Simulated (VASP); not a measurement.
Energy against volume of Cr (bcc, AFM order). Level of theory: RPBE GGA, VASP's PBE PAW potentials (set 64) (plane waves; VASP). Run with 520 eV cut-off, 13×13×13 Γ-centred mesh, first-order Methfessel-Paxton smearing of 0.10 eV, potentials Cr_pv.

```json
[
 {"V (Å³/atom)": "11.514", "E (eV/atom)": "-9.00191"},
 {"V (Å³/atom)": "11.882", "E (eV/atom)": "-9.02042"},
 {"V (Å³/atom)": "12.249", "E (eV/atom)": "-9.02676"},
 {"V (Å³/atom)": "12.617", "E (eV/atom)": "-9.02359"}
]
```

Problem. Fit these four points and predict the energy of the run at 12.984 Å³/atom.

Solution. A cubic in V^(−2/3), the third-order Birch-Murnaghan form, passes through the four points with V0 = 12.30 Å³/atom and B0 = 134 GPa, and gives -9.0130 eV/atom there. The run gave -9.0127 eV/atom, +0.4 meV/atom from the fit; all five points give B0 = 136 GPa.

The compound is Cr in the bcc, AFM order structure. It was relaxed first.
